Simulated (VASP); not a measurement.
# CuI: what each functional gives for the gap, part 2 of 3

Aim: the gap of CuI on one structure at many levels of theory. The starting structure is a measured crystal structure from the Crystallography Open Database. Cell and atoms stay as given. Meshes and data sets differ where the inputs say so.

VASP 6.6.1.

Results so far: LDA 1.031 eV; PBE 1.178 eV; r2SCAN 1.653 eV.

The database entry behind the starting cell differs from later determinations by our own check (about 0.4 % short), so it need not match the best structure at ambient conditions.

## Step 5: Bands with TB-mBJ

Level of this step: TB-mBJ; plane waves and PAW (I, Cu) (VASP).

TB-mBJ is a local potential fitted to gaps: it costs far less than a hybrid but gives no energy. Its energies, forces and stress mean nothing.

Input file INCAR:

```
SYSTEM = CuI
PREC = Accurate
ENCUT = 350
EDIFF = 1E-06
NELM = 150
ISMEAR = 0
SIGMA = 0.03
LREAL = .FALSE.
ALGO = Normal
METAGGA = MBJ
LASPH = .TRUE.
NBANDS = 21
LORBIT = 11
LWAVE = .FALSE.
LCHARG = .FALSE.
KPAR = 4
```

Input file POSCAR:

```
CuI
1.0
    0.0000000000      3.0160000000      3.0160000000
    3.0160000000      0.0000000000      3.0160000000
    3.0160000000      3.0160000000      0.0000000000
I Cu
1 1
Direct
    0.0000000000      0.0000000000      0.0000000000
    0.7500000000      0.7500000000      0.7500000000
```

Input file KPOINTS:

```
Automatic mesh
0
Gamma
6 6 6
0 0 0
```

Input file KPOINTS_OPT:

```
Line mode
10
Line-mode
Reciprocal
  0.00000000   0.00000000   0.00000000 GAMMA
  0.50000000   0.00000000   0.50000000 X

  0.50000000   0.00000000   0.50000000 X
  0.50000000   0.25000000   0.75000000 W

  0.50000000   0.25000000   0.75000000 W
  0.37500000   0.37500000   0.75000000 K

  0.37500000   0.37500000   0.75000000 K
  0.00000000   0.00000000   0.00000000 GAMMA

  0.00000000   0.00000000   0.00000000 GAMMA
  0.50000000   0.50000000   0.50000000 L

  0.50000000   0.50000000   0.50000000 L
  0.62500000   0.25000000   0.62500000 U

  0.62500000   0.25000000   0.62500000 U
  0.50000000   0.25000000   0.75000000 W

  0.50000000   0.25000000   0.75000000 W
  0.50000000   0.50000000   0.50000000 L

  0.50000000   0.50000000   0.50000000 L
  0.37500000   0.37500000   0.75000000 K

  0.62500000   0.25000000   0.62500000 U
  0.50000000   0.00000000   0.50000000 X
```

PAW data sets: I and Cu (PBE family, release 64).

Command:

```console
> mpirun -np 4 vasp_std
```

Output:

```text
[banner, memory and clock lines left out]
running    4 mpi-ranks, on    1 nodes
[...]
[... a notice as in an earlier step ...]

 LDA part: xc-table for (None), standard interpolation
 POSCAR, INCAR and KPOINTS ok, starting setup
[...]
entering main loop
       N       E                     dE             d eps       ncg     rms          rms(c)
DAV:   1     0.521093229521E+03    0.52109E+03   -0.53618E+03   672   0.639E+02
DAV:   2     0.436451068918E+03   -0.84642E+02   -0.74400E+02   727   0.167E+02
DAV:   3     0.430195797263E+03   -0.62553E+01   -0.61320E+01   822   0.499E+01
DAV:   4     0.430059846645E+03   -0.13595E+00   -0.13578E+00   806   0.658E+00
[...]
DAV:  51     0.433230511918E+03   -0.38876E-05   -0.68524E-12   426   0.198E-05    0.425E-06
DAV:  52     0.433230510597E+03   -0.13207E-05   -0.17305E-12   441   0.145E-05    0.100E-06
DAV:  53     0.433230510587E+03   -0.10033E-07    0.12870E-12   426   0.679E-06
   1 F= 0.43323051E+03 E0= 0.43323051E+03  d E =-.269214E-23
 Start KPOINTS_OPT (optional k-point list driver)
k-point batch [1-16\100]
       N       E                     dE             ncg
DAV:   1     0.205408162565E+04   -0.34437E+04      677
DAV:   2     0.586005843678E+03   -0.14681E+04      712
DAV:   3     0.474415760891E+03   -0.11159E+03      815
DAV:   4     0.471991248229E+03   -0.24245E+01      830
DAV:   5     0.471913918490E+03   -0.77330E-01      856
DAV:   6     0.471911183626E+03   -0.27349E-02      857
DAV:   7     0.471911018358E+03   -0.16527E-03      920
DAV:   8     0.471911013651E+03   -0.47064E-05      743
DAV:   9     0.471911013554E+03   -0.96997E-07      541
[...]
k-point batch [97-100\100]
       N       E                     dE             ncg
DAV:   1     0.650274502745E+04   -0.16613E+04      168
DAV:   2     0.612894155619E+04   -0.37380E+03      178
DAV:   3     0.610502992504E+04   -0.23912E+02      214
DAV:   4     0.610454784207E+04   -0.48208E+00      211
DAV:   5     0.610453270198E+04   -0.15140E-01      233
DAV:   6     0.610453228786E+04   -0.41411E-03      214
DAV:   7     0.610453227437E+04   -0.13493E-04      214
DAV:   8     0.610453227333E+04   -0.10383E-05      153
DAV:   9     0.610453227332E+04   -0.14538E-07      139
```

The job ended after 30 s (4 MPI ranks of Intel Xeon 6975P-C (Granite Rapids), shared host; peak memory 0.62 GiB).

OUTCAR, selected parts (step 5):

```text
  Total      -63.4111898    -63.4111898    -63.4111898      0.0000000      0.0000000      0.0000000
  in kB    -1851.6226182  -1851.6226182  -1851.6226182      0.0000000      0.0000000      0.0000000
  external PRESSURE =   -1851.6226182 kB  Pullay stress =       0.0000000 kB

 POSITION                                       TOTAL-FORCE (eV/Angst)
 -----------------------------------------------------------------------------------
      0.00000      0.00000      0.00000         0.000000     -0.000000      0.000000
      4.52400      4.52400      4.52400        -0.000000      0.000000     -0.000000
 -----------------------------------------------------------------------------------
    total drift:                                0.000615      0.000615      0.000616

  FREE ENERGIE OF THE ION-ELECTRON SYSTEM (eV)
  ---------------------------------------------------
  free  energy   TOTEN  =       433.2305105872 eV

  energy  without entropy=      433.2305105872  energy(sigma->0) =      433.23051059

[... 2 parts as in an earlier step ...]

[... 1 further part left out ...]
[key lines of the parts left out:]
E-fermi :   5.4609
```

TB-mBJ gives a direct gap of 2.227 eV. The least gap is +1.196 eV from that of LDA.

## Step 6: Bands with LDA + spin-orbit coupling

Spin-orbit coupling is switched on in this step.

Input file INCAR:

```
SYSTEM = CuI
PREC = Accurate
ENCUT = 350
EDIFF = 1E-06
NELM = 100
ISMEAR = 0
SIGMA = 0.03
LREAL = .FALSE.
ALGO = Normal
GGA = CA
LNONCOLLINEAR = .TRUE.
MAGMOM = 0 0 0 0 0 0
NBANDS = 30
GGA_COMPAT = .FALSE.
LASPH = .TRUE.
LSORBIT = .TRUE.
LMAXMIX = 4
LORBIT = 11
LWAVE = .FALSE.
LCHARG = .FALSE.
KPAR = 4
```

POSCAR is that of step 5.

KPOINTS is that of step 5.

KPOINTS_OPT is that of step 5.

The projector-augmented-wave data sets are I and Cu (LDA family, release 64).

Command:

```console
> mpirun -np 4 vasp_ncl
```

Output:

```text
[... set-up lines as in an earlier step ...]
 entering main loop
       N       E                     dE             d eps       ncg     rms          rms(c)
DAV:   1     0.118006826740E+03    0.11801E+03   -0.55801E+03  1320   0.958E+02
DAV:   2     0.335800302848E+01   -0.11465E+03   -0.10585E+03  1368   0.245E+02
DAV:   3    -0.685491281695E+01   -0.10213E+02   -0.99467E+01  1716   0.917E+01
DAV:   4    -0.732981447468E+01   -0.47490E+00   -0.47406E+00  1810   0.188E+01
[...]
DAV:  12    -0.707858613019E+01    0.62665E-04   -0.40027E-04  1634   0.682E-01    0.276E-02
DAV:  13    -0.707858578683E+01    0.34336E-06   -0.56429E-05  2094   0.141E-01    0.398E-02
DAV:  14    -0.707858505324E+01    0.73359E-06   -0.13958E-06  1484   0.150E-02
   1 F= -.70785851E+01 E0= -.70785851E+01  d E =-.115765E-14  mag=    -0.0000     0.0000    -0.0000
 Start KPOINTS_OPT (optional k-point list driver)
k-point batch [1-22\100]
       N       E                     dE             ncg
DAV:   1     0.296517615923E+04   -0.50355E+04     1320
DAV:   2     0.452994715897E+03   -0.25122E+04     1344
DAV:   3     0.215929786059E+03   -0.23706E+03     1712
DAV:   4     0.204885691507E+03   -0.11044E+02     1864
DAV:   5     0.204456841487E+03   -0.42885E+00     1952
DAV:   6     0.204450451750E+03   -0.63897E-02     1826
DAV:   7     0.204450341790E+03   -0.10996E-03     1906
DAV:   8     0.204450339920E+03   -0.18697E-05     1546
DAV:   9     0.204450339837E+03   -0.83538E-07     1072
[...]
k-point batch [89-100\100]
       N       E                     dE             ncg
DAV:   1     0.565796512166E+04   -0.43865E+04      720
DAV:   2     0.431236177609E+04   -0.13456E+04      750
DAV:   3     0.419298884308E+04   -0.11937E+03      920
DAV:   4     0.418755862857E+04   -0.54302E+01     1054
DAV:   5     0.418743163436E+04   -0.12699E+00      982
DAV:   6     0.418742795663E+04   -0.36777E-02     1070
DAV:   7     0.418742791704E+04   -0.39582E-04      968
DAV:   8     0.418742791588E+04   -0.11653E-05      874
DAV:   9     0.418742791583E+04   -0.48527E-07      588
```

Wall time 38 s (4 MPI ranks); peak memory 0.9 GiB.

OUTCAR, selected parts (step 6):

```text
  Total       -1.2463953     -1.2463953     -1.2463953      0.0000000     -0.0000000      0.0000000
  in kB      -36.3950539    -36.3950539    -36.3950539      0.0000000     -0.0000000      0.0000000
  external PRESSURE =     -36.3950539 kB  Pullay stress =       0.0000000 kB

 POSITION                                       TOTAL-FORCE (eV/Angst)
 -----------------------------------------------------------------------------------
      0.00000      0.00000      0.00000         0.000000      0.000000      0.000000
      4.52400      4.52400      4.52400        -0.000000     -0.000000     -0.000000
 -----------------------------------------------------------------------------------
    total drift:                               -0.000001     -0.000001     -0.000001

  FREE ENERGIE OF THE ION-ELECTRON SYSTEM (eV)
  ---------------------------------------------------
  free  energy   TOTEN  =        -7.0785850532 eV

  energy  without entropy=       -7.0785850532  energy(sigma->0) =       -7.07858505

 magnetization (x)
# of ion       s       p       d       tot
------------------------------------------
    1        0.000   0.000  -0.000   0.000
    2        0.000  -0.000   0.000   0.000
--------------------------------------------------
tot          0.000  -0.000   0.000   0.000

 magnetization (y)
# of ion       s       p       d       tot
------------------------------------------
    1        0.000   0.000   0.000   0.000
    2        0.000   0.000   0.000   0.000
--------------------------------------------------
tot          0.000   0.000   0.000   0.000

 magnetization (z)
# of ion       s       p       d       tot
------------------------------------------
    1        0.000   0.000  -0.000   0.000
    2        0.000  -0.000  -0.000  -0.000
--------------------------------------------------
tot          0.000   0.000  -0.000   0.000

[... 1 part as in an earlier step ...]

[... 2 further parts left out ...]
[key lines of the parts left out:]
E-fermi :   4.6672
```

LDA + spin-orbit coupling gives a direct gap of 0.858 eV. The least gap is -0.173 eV from that of LDA.

## Step 7: Bands with r2SCAN + spin-orbit coupling

INCAR: that of step 6 with these lines changed.

```diff
@@ -9,3 +9,4 @@
 ALGO = Normal
-GGA = CA
+METAGGA = R2SCAN
+LASPH = .TRUE.
 LNONCOLLINEAR = .TRUE.
@@ -14,3 +15,2 @@
 GGA_COMPAT = .FALSE.
-LASPH = .TRUE.
 LSORBIT = .TRUE.
```

POSCAR is that of step 6.

KPOINTS is that of step 6.

KPOINTS_OPT is that of step 6.

Potentials, in the order of the species: I and Cu (PBE family, release 64).

Command:

```console
> mpirun -np 4 vasp_ncl
```

Output:

```text
[... set-up lines as in an earlier step ...]
 entering main loop
       N       E                     dE             d eps       ncg     rms          rms(c)
DAV:   1     0.880703224365E+02    0.88070E+02   -0.57482E+03  1320   0.973E+02
DAV:   2    -0.286429868973E+02   -0.11671E+03   -0.10789E+03  1362   0.250E+02
DAV:   3    -0.387792007973E+02   -0.10136E+02   -0.98858E+01  1708   0.921E+01
DAV:   4    -0.391962638394E+02   -0.41706E+00   -0.41634E+00  1726   0.179E+01
[...]
DAV:  15    -0.359097905405E+02    0.71455E-05   -0.50319E-05  1730   0.213E-01    0.265E-03
DAV:  16    -0.359097923503E+02   -0.18097E-05   -0.47573E-06  1500   0.164E-02    0.159E-03
DAV:  17    -0.359097929336E+02   -0.58334E-06   -0.16496E-07   876   0.536E-03
   1 F= -.35909793E+02 E0= -.35909793E+02  d E =-.716123E-20  mag=     0.0000    -0.0000    -0.0000
 Start KPOINTS_OPT (optional k-point list driver)
k-point batch [1-22\100]
       N       E                     dE             ncg
DAV:   1     0.303438767977E+04   -0.49663E+04     1320
DAV:   2     0.452232429219E+03   -0.25822E+04     1356
DAV:   3     0.214715658046E+03   -0.23752E+03     1680
DAV:   4     0.204545533693E+03   -0.10170E+02     1812
DAV:   5     0.204105974881E+03   -0.43956E+00     1912
DAV:   6     0.204100609702E+03   -0.53652E-02     1804
DAV:   7     0.204100490861E+03   -0.11884E-03     1918
DAV:   8     0.204100489213E+03   -0.16480E-05     1526
DAV:   9     0.204100489147E+03   -0.65637E-07     1090
[...]
k-point batch [89-100\100]
       N       E                     dE             ncg
DAV:   1     0.569230273576E+04   -0.43522E+04      720
DAV:   2     0.431042618709E+04   -0.13819E+04      750
DAV:   3     0.419197292826E+04   -0.11845E+03      912
DAV:   4     0.418710894217E+04   -0.48640E+01     1038
DAV:   5     0.418699112662E+04   -0.11782E+00      974
DAV:   6     0.418698797884E+04   -0.31478E-02     1040
DAV:   7     0.418698794824E+04   -0.30606E-04      976
DAV:   8     0.418698794743E+04   -0.80612E-06      858
```

Wall time 3 min (4 MPI ranks); peak memory 1.2 GiB.

From OUTCAR (step 7):

```text
  Total       -0.0967274     -0.0967274     -0.0967274      0.0000000     -0.0000000     -0.0000000
  in kB       -2.8244635     -2.8244635     -2.8244635      0.0000000     -0.0000000     -0.0000000
  external PRESSURE =      -2.8244635 kB  Pullay stress =       0.0000000 kB

 POSITION                                       TOTAL-FORCE (eV/Angst)
 -----------------------------------------------------------------------------------
      0.00000      0.00000      0.00000         0.000000     -0.000000     -0.000000
      4.52400      4.52400      4.52400        -0.000000      0.000000      0.000000
 -----------------------------------------------------------------------------------
    total drift:                               -0.000001     -0.000001     -0.000001

  FREE ENERGIE OF THE ION-ELECTRON SYSTEM (eV)
  ---------------------------------------------------
  free  energy   TOTEN  =       -35.9097929336 eV

  energy  without entropy=      -35.9097929336  energy(sigma->0) =      -35.90979293

 magnetization (x)
# of ion       s       p       d       tot
------------------------------------------
    1        0.000   0.000   0.000   0.000
    2        0.000  -0.000   0.000   0.000
--------------------------------------------------
tot          0.000   0.000   0.000   0.000

 magnetization (y)
# of ion       s       p       d       tot
------------------------------------------
    1        0.000   0.000  -0.000   0.000
    2        0.000   0.000   0.000   0.000
--------------------------------------------------
tot          0.000   0.000  -0.000   0.000

 magnetization (z)
# of ion       s       p       d       tot
------------------------------------------
    1       -0.000   0.000   0.000   0.000
    2       -0.000  -0.000  -0.000  -0.000
--------------------------------------------------
tot         -0.000   0.000  -0.000  -0.000

[... 2 parts as in an earlier step ...]

[... 1 further part left out ...]
[key lines of the parts left out:]
E-fermi :   4.7628
```

r2SCAN + spin-orbit coupling gives a direct gap of 1.504 eV. The least gap is -0.149 eV from that of r2SCAN.

## Step 8: Bands with TB-mBJ + spin-orbit coupling

INCAR: that of step 7 with these lines changed.

```diff
@@ -4,3 +4,3 @@
 EDIFF = 1E-06
-NELM = 100
+NELM = 150
 ISMEAR = 0
@@ -9,3 +9,3 @@
 ALGO = Normal
-METAGGA = R2SCAN
+METAGGA = MBJ
 LASPH = .TRUE.
```

POSCAR is that of step 7.

KPOINTS is that of step 7.

KPOINTS_OPT is that of step 7.

Command:

```console
> mpirun -np 4 vasp_ncl
```

Output:

```text
[... set-up lines as in an earlier step ...]
 entering main loop
       N       E                     dE             d eps       ncg     rms          rms(c)
DAV:   1     0.553241045461E+03    0.55324E+03   -0.55480E+03  1320   0.939E+02
DAV:   2     0.439870995756E+03   -0.11337E+03   -0.10461E+03  1344   0.239E+02
DAV:   3     0.430316654403E+03   -0.95543E+01   -0.92528E+01  1732   0.883E+01
DAV:   4     0.429940673875E+03   -0.37598E+00   -0.37502E+00  1810   0.169E+01
[...]
DAV:  44     0.433099765012E+03   -0.11710E-04   -0.85616E-10   678   0.482E-04    0.211E-04
DAV:  45     0.433099746776E+03   -0.18235E-04   -0.55584E-10   678   0.268E-04    0.113E-04
DAV:  46     0.433099745931E+03   -0.84581E-06   -0.16862E-10   678   0.167E-04
   1 F= 0.43309975E+03 E0= 0.43309975E+03  d E =-.146071E-24  mag=     0.0000     0.0000    -0.0000
 Start KPOINTS_OPT (optional k-point list driver)
k-point batch [1-22\100]
       N       E                     dE             ncg
DAV:   1     0.339874583294E+04   -0.46020E+04     1320
DAV:   2     0.866612372882E+03   -0.25321E+04     1362
DAV:   3     0.634870152842E+03   -0.23174E+03     1674
DAV:   4     0.625965474488E+03   -0.89047E+01     1674
DAV:   5     0.625585287020E+03   -0.38019E+00     1742
DAV:   6     0.625567193128E+03   -0.18094E-01     1826
DAV:   7     0.625566823842E+03   -0.36929E-03     1864
DAV:   8     0.625566816096E+03   -0.77465E-05     1526
DAV:   9     0.625566815679E+03   -0.41685E-06     1106
[...]
k-point batch [89-100\100]
       N       E                     dE             ncg
DAV:   1     0.589803136593E+04   -0.41465E+04      720
DAV:   2     0.454092009375E+04   -0.13571E+04      756
DAV:   3     0.442500279226E+04   -0.11592E+03      904
DAV:   4     0.442085486781E+04   -0.41479E+01      948
DAV:   5     0.442067158004E+04   -0.18329E+00      960
DAV:   6     0.442066353812E+04   -0.80419E-02     1008
DAV:   7     0.442066344420E+04   -0.93928E-04     1020
DAV:   8     0.442066344341E+04   -0.78934E-06      764
```

It took 2.1 min on 4 MPI ranks; peak memory 1.1 GiB.

From OUTCAR (step 8):

```text
  Total      -63.3913490    -63.3913490    -63.3913490      0.0000000      0.0000000      0.0000000
  in kB    -1851.0432609  -1851.0432609  -1851.0432609      0.0000000      0.0000000      0.0000000
  external PRESSURE =   -1851.0432609 kB  Pullay stress =       0.0000000 kB

 POSITION                                       TOTAL-FORCE (eV/Angst)
 -----------------------------------------------------------------------------------
      0.00000      0.00000      0.00000         0.000000      0.000000      0.000000
      4.52400      4.52400      4.52400        -0.000000     -0.000000     -0.000000
 -----------------------------------------------------------------------------------
    total drift:                               -0.000000     -0.000000     -0.000001

  FREE ENERGIE OF THE ION-ELECTRON SYSTEM (eV)
  ---------------------------------------------------
  free  energy   TOTEN  =       433.0997459306 eV

  energy  without entropy=      433.0997459306  energy(sigma->0) =      433.09974593

 magnetization (x)
# of ion       s       p       d       tot
------------------------------------------
    1       -0.000  -0.000  -0.000  -0.000
    2       -0.000  -0.000   0.000  -0.000
--------------------------------------------------
tot         -0.000  -0.000   0.000  -0.000

 magnetization (y)
# of ion       s       p       d       tot
------------------------------------------
    1        0.000   0.000  -0.000   0.000
    2        0.000   0.000  -0.000  -0.000
--------------------------------------------------
tot          0.000   0.000  -0.000   0.000

 magnetization (z)
# of ion       s       p       d       tot
------------------------------------------
    1       -0.000  -0.000   0.000  -0.000
    2       -0.000  -0.000  -0.000  -0.000
--------------------------------------------------
tot         -0.000  -0.000  -0.000  -0.000

[... 2 parts as in an earlier step ...]

[... 1 further part left out ...]
[key lines of the parts left out:]
E-fermi :   5.5835
```

The log as kept lacks single lines of electronic cycles.

TB-mBJ + spin-orbit coupling gives a direct gap of 2.122 eV. The least gap is -0.105 eV from that of TB-mBJ.

(Part 2 of 3 ends here.)

[Lines on the potential files, build, host, timing and source positions are cut from VASP's logs without a mark.]

[Logs are printed without paths, hosts, clocks, repeated set-up lines and the standing remarks that a program may print on its own settings, such as how far it seeks lower states.]

[Hosts, paths, dates, database ids (printed as entryN), source tags and the programs' standing remarks are cut or masked in the printed files.]
